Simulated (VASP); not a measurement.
An input for Quantum ESPRESSO's pw.x (written as the equivalent of a VASP run, and not itself run):

```
&CONTROL
  calculation = 'scf'
  pseudo_dir = './pseudo'
  outdir = './out'
  tprnfor = .true.
  tstress = .true.
/
&SYSTEM
  ibrav = 0
  nat = 1
  ntyp = 1
  ecutwfc = 62.5
  occupations = 'tetrahedra'
  input_dft = 'pbe'
  vdw_corr = 'grimme-d3'
  dftd3_version = 4
  dftd3_threebody = .false.
/
&ELECTRONS
  conv_thr = 7.3e-09
  electron_maxstep = 100
/
ATOMIC_SPECIES
  Pb 207.200 Pb.upf
CELL_PARAMETERS angstrom
     0.0000000    2.4750000    2.4750000
     2.4750000    0.0000000    2.4750000
     2.4750000    2.4750000    0.0000000
ATOMIC_POSITIONS crystal
  Pb   0.0000000  0.0000000  0.0000000
K_POINTS automatic
  14 14 14 0 0 0
```

Question: Write the VASP files for the same calculation (PBE-D3(BJ)).

Answer: Several could match; the one computed here: 
### POSCAR
```
Pb
1
    0.0000000000     2.4750000000     2.4750000000
    2.4750000000     0.0000000000     2.4750000000
    2.4750000000     2.4750000000     0.0000000000
Pb
1
Direct
  0.0000000000   0.0000000000   0.0000000000
```

File KPOINTS:
```
Automatic mesh
0
gamma
14 14 14
```

**INCAR**
```
NEDOS  =  601   # DOS grid
ISMEAR  =  -5   # tetrahedra, Bloechl
LREAL  =  .FALSE.   # projection in real space or not
ALGO  =  Normal
LWAVE  =  .FALSE.
LASPH  =  .TRUE.
LCHARG  =  .TRUE.
LMAXMIX  =  4   # l cut-off of mixed one-centre charges
IVDW  =  12
GGA  =  PE   # PBE
ENCUT  =  520   # plane-wave cut-off (eV)
LORBIT  =  11   # lm-projected
NELM  =  100   # most electronic steps
ISIF  =  2   # forces and stress, cell fixed
PREC  =  Accurate
SYSTEM  =  Pb
EDIFF  =  1E-7
```

POTCAR, in this order: Pb_d (PBE.64 set). Program: vasp_std.

Limits of the translation: the potentials are each code's own (VASP's PAW set, PseudoDojo norm-conserving files in pw.x), so ENCUT and ecutwfc are chosen apart and not converted; conv_thr bounds pw.x's estimated SCF error, while EDIFF bounds the energy change between steps.

The compound is Pb in the fcc structure. The cell was not relaxed at this level.
